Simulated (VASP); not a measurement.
Calculation: PBE GGA, VASP's PBE PAW potentials (set 64) (plane waves; VASP 6.6.1).

Input for VASP

File POSCAR:
```
CdSe
1
    2.1309352523    -3.6908878804     0.0000000000
    2.1309352523     3.6908878804    -0.0000000000
    0.0000000000     0.0000000000     6.9508202996
Cd Se
2 2
Direct
  0.6666670000   0.3333330000   0.5000209817
  0.3333330000   0.6666670000   0.0000209817
  0.6666670000   0.3333330000   0.8759790183
  0.3333330000   0.6666670000   0.3759790183
```

### INCAR
```
ALGO  =  Normal
EDIFF  =  1E-6
EDIFFG  =  -0.02
ENCUT  =  500
GGA  =  PE
IBRION  =  2
ISIF  =  3
ISMEAR  =  0
LASPH  =  .True.
LCHARG  =  .False.
LMAXMIX  =  4
LREAL  =  .False.
LWAVE  =  .False.
NELM  =  100
NSW  =  40
PREC  =  Accurate
PSTRESS  =  50
SIGMA  =  0.05
SYSTEM  =  CdSe
```

File KPOINTS:
```
K-points
0
gamma
  6 6 3
```

POTCAR, in this order: Cd Se (PBE.64 set). Program: vasp_std.

What will the output report for the number of irreducible k-points (NKPTS), largest plane-wave count, number of space-group operations, FFT grid (NGX, NGY, NGZ)?

```json
{
 "number of irreducible k-points (NKPTS)": "14",
 "largest_plane_wave_count": "2802",
 "number_of_space_group_operations": "12",
 "FFT grid (NGX, NGY, NGZ)": "32 × 32 × 54"
}
```

The compound is CdSe in the wurtzite structure. It was relaxed first under an external pressure of 5 GPa.
